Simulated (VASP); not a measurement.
An input for Quantum ESPRESSO's pw.x (written as the equivalent of a VASP run, and not itself run):

```
&CONTROL
  calculation = 'vc-relax'
  pseudo_dir = './pseudo'
  outdir = './out'
  tprnfor = .true.
  tstress = .true.
  nstep = 40
  forc_conv_thr = 0.00078
/
&SYSTEM
  ibrav = 0
  nat = 2
  ntyp = 2
  ecutwfc = 92
  occupations = 'smearing'
  smearing = 'gaussian'
  degauss = 0.003675
  input_dft = 'pbesol'
/
&ELECTRONS
  conv_thr = 7.3e-08
  electron_maxstep = 100
/
&IONS
/
&CELL
  press = 300
/
ATOMIC_SPECIES
  Cu 63.546 Cu.upf
  I 126.904 I.upf
CELL_PARAMETERS angstrom
    -0.0000000    2.7557316    2.7557316
     2.7557316    0.0000000    2.7557316
     2.7557316    2.7557316   -0.0000000
ATOMIC_POSITIONS crystal
  Cu   0.0000000  0.0000000  0.0000000
  I    0.2500000  0.2500000  0.2500000
K_POINTS automatic
  8 8 8 0 0 0
```

### Question
Translate this input to VASP (INCAR, KPOINTS, POSCAR, choice of POTCAR).

### Answer
One answer among several that fit: 
**KPOINTS**
```
Automatic mesh
0
Gamma
8 8 8
0 0 0
```

File POSCAR:
```
CuI
1
   -0.0000000000     2.7557316204     2.7557316204
    2.7557316204     0.0000000000     2.7557316204
    2.7557316204     2.7557316204    -0.0000000000
Cu I
1 1
Direct
  0.0000000000   0.0000000000   0.0000000000
  0.2500000000   0.2500000000   0.2500000000
```

**INCAR**
```
# general
SYSTEM  = CuI
PREC    = Accurate
ENCUT   = 500
LREAL   = .FALSE.
LASPH   = .TRUE.

# electronic loop
EDIFF   = 1E-6
NELM    = 100
ALGO    = Normal
LMAXMIX = 4

# smearing
ISMEAR  = 0
SIGMA   = 0.05

# functional
GGA     = PS

# ions
IBRION  = 2
NSW     = 40
ISIF    = 3
EDIFFG  = -0.02
PSTRESS = 300

# output
LWAVE   = .FALSE.
LCHARG  = .FALSE.
```

POTCAR, in this order: Cu I (PBE.64 set). Program: vasp_std.

Limits of the translation: the potentials are each code's own (VASP's PAW set, PseudoDojo norm-conserving files in pw.x), so ENCUT and ecutwfc are chosen apart and not converted; conv_thr bounds pw.x's estimated SCF error, while EDIFF bounds the energy change between steps; forc_conv_thr acts on force components and is met together with etot_conv_thr.

The compound is CuI in the zinc blende structure. This run relaxes it under an external pressure of 30 GPa. Symmetry was kept, so distortions that lower it aren't found.
